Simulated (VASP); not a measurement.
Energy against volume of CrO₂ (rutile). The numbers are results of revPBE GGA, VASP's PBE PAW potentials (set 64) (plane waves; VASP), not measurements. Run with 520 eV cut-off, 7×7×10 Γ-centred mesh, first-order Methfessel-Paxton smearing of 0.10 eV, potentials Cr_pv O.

Shape and ions are relaxed at each volume.

| V (Å³/atom) | E (eV/atom) |
|---|---|
| 9.524 | -8.01518 |
| 9.819 | -8.02236 |
| 10.113 | -8.01775 |
| 10.408 | -8.00337 |

Question: Fit these four points and predict the energy of the run at 9.229 Å³/atom.

Answer: A cubic in V^(−2/3), the third-order Birch-Murnaghan form, passes through the four points with V0 = 9.84 Å³/atom and B0 = 211 GPa, and gives -7.9937 eV/atom there. The run gave -7.9938 eV/atom, -0.1 meV/atom from the fit; all five points give B0 = 210 GPa.

The compound is CrO2 in the rutile structure. It was relaxed first.
